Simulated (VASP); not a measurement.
Input:

```yaml
crystal:
  lattice:
    - [0.00000, 2.80956, 2.80956]
    - [2.80956, 0.00000, 2.80956]
    - [2.80956, 2.80956, 0.00000]
  atoms:
    - { symbol: Ca, position: [0.00000, 0.00000, 0.00000] }
```

Computed with PBE GGA with D4 dispersion, VASP's PBE PAW potentials (set 64) (plane waves; VASP). Run with 520 eV cut-off, 11×11×11 Γ-centred mesh, first-order Methfessel-Paxton smearing of 0.10 eV, potentials Ca_sv.

Give the stress tensor in GPa (positive for a compressed cell).

```
-1.37   0.00   0.00
 0.00  -1.37   0.00
 0.00   0.00  -1.37
```
The pressure is its mean diagonal, -1.37 GPa.

The compound is Ca in the fcc structure. This cell is one point of a volume scan, at 1.06 of the reference volume.
